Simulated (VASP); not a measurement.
# HfZrS3: single point with PBE

HfZrS3:

```
Zr Hf S
1.0
     3.39324    0.00000    0.00000
     0.00000    3.39324    0.00000
     0.00000    0.00000    9.52444
Zr Hf S
1 1 3
Cartesian
  1.6966 1.6966 0.0000
  1.6966 1.6966 4.7622
  0.0000 0.0000 8.0917
  0.0000 0.0000 1.4327
  0.0000 0.0000 4.7622
```

The cell was built by a generator and needn't be a form met in nature.

The cell isn't the ideal one: random cell by space group and Wyckoff sites (P4/mmm, No. 123).

* Program: VASP 6.6.1
* Task: single point
* Functional: PBE
* Potentials or basis: VASP PAW PBE potentials, release 64 (Zr_sv, Hf_pv, S)
* Cutoff: 520 eV
* k mesh: 12 × 12 × 4
* Occupations: gaussian, width 0.1 eV
* Spin: no spin polarisation
* Dipole correction: no
* Further INCAR settings: ALGO = Fast; EDIFF = 1e-06; NBANDS = 28

* Pressure: -0.2 GPa
* Band gap on the k mesh: none (metal or under the smearing width)

Stress tensor (GPa, compression positive):
```
-0.27  0.00  0.00
 0.00 -0.27  0.00
 0.00  0.00 -0.05
```

Levels at points of the mesh, in eV from the Fermi level:
```tsv
k point	band 17	band 18	band 19	band 20	band 21	band 22	band 23	band 24
(0.00, 0.00, 0.00)	-1.76	-1.43	-1.22	-1.22	-0.43	-0.07	0.25	1.42
(0.50, 0.00, 0.00)	-2.49	-0.87	-0.62	-0.26	1.07	1.66	2.16	2.64
(0.50, 0.50, 0.00)	-3.78	-3.56	-1.02	-1.02	0.37	0.43	1.82	2.42
(0.00, 0.00, 0.50)	-1.73	-1.73	-1.43	-1.25	-1.25	0.25	1.08	1.43
(0.50, 0.00, 0.50)	-2.49	-1.34	-0.40	-0.25	0.66	1.67	2.15	2.69
(0.50, 0.50, 0.50)	-3.86	-2.66	-0.98	-0.98	-0.10	0.86	0.99	2.33
```

Wall time 7.4 min on 1 thread of Intel(R) Xeon(R) Platinum 8559C (Emerald Rapids) (shared host), peak memory 0.4 GiB.

Caveat: this functional lacks dispersion, which binds the layers, so the pressure and a relaxed spacing across them are unreliable. The run has no spin-orbit coupling, so splittings on Hf are missing.
